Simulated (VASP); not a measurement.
An input for Quantum ESPRESSO's pw.x (written as the equivalent of a VASP run, and not itself run):

```
&CONTROL
  calculation = 'vc-relax'
  pseudo_dir = './pseudo'
  outdir = './out'
  tprnfor = .true.
  tstress = .true.
  nstep = 60
  forc_conv_thr = 0.00039
/
&SYSTEM
  ibrav = 0
  nat = 1
  ntyp = 1
  ecutwfc = 74
  occupations = 'smearing'
  smearing = 'methfessel-paxton'
  degauss = 0.00735
  input_dft = 'pbe'
  vdw_corr = 'grimme-d3'
  dftd3_version = 3
  dftd3_threebody = .false.
/
&ELECTRONS
  conv_thr = 7.3e-08
  electron_maxstep = 100
/
&IONS
/
&CELL
/
ATOMIC_SPECIES
  Li 6.940 Li.upf
CELL_PARAMETERS angstrom
    -1.7450000    1.7450000    1.7450000
     1.7450000   -1.7450000    1.7450000
     1.7450000    1.7450000   -1.7450000
ATOMIC_POSITIONS crystal
  Li   0.0000000  0.0000000  0.0000000
K_POINTS automatic
  13 13 13 0 0 0
```

Question: Translate this input to VASP (INCAR, KPOINTS, POSCAR, choice of POTCAR).

Answer: One answer among several that fit: 
### POSCAR
```
Li
1.0
 -1.7450000000   1.7450000000   1.7450000000
  1.7450000000  -1.7450000000   1.7450000000
  1.7450000000   1.7450000000  -1.7450000000
Li
1
Cartesian
  0.0000000000   0.0000000000   0.0000000000
```

INCAR:
```
# general
SYSTEM=Li
PREC  =Accurate
ENCUT =520
LREAL =.FALSE.
LASPH =.TRUE.

# electronic loop
EDIFF =1E-6
NELM  =100
ALGO  =Normal

# smearing
ISMEAR=1
SIGMA =0.1

# functional
GGA   =PE
IVDW  =11

# ions
IBRION=2
NSW   =60
ISIF  =3
EDIFFG=-0.01

# output
LWAVE =.FALSE.
LCHARG=.FALSE.
```

### KPOINTS
```
kpoints
0
gamma
 13 13 13
0 0 0
```

POTCAR, in this order: Li_sv (PBE.64 set). Program: vasp_std.

What does not carry over: the potentials are each code's own (VASP's PAW set, PseudoDojo norm-conserving files in pw.x), so ENCUT and ecutwfc are chosen apart and not converted; conv_thr bounds pw.x's estimated SCF error, while EDIFF bounds the energy change between steps; forc_conv_thr acts on force components and is met together with etot_conv_thr.

The compound is Li in the bcc structure. This run relaxes it. Symmetry was kept, so distortions that lower it aren't found.
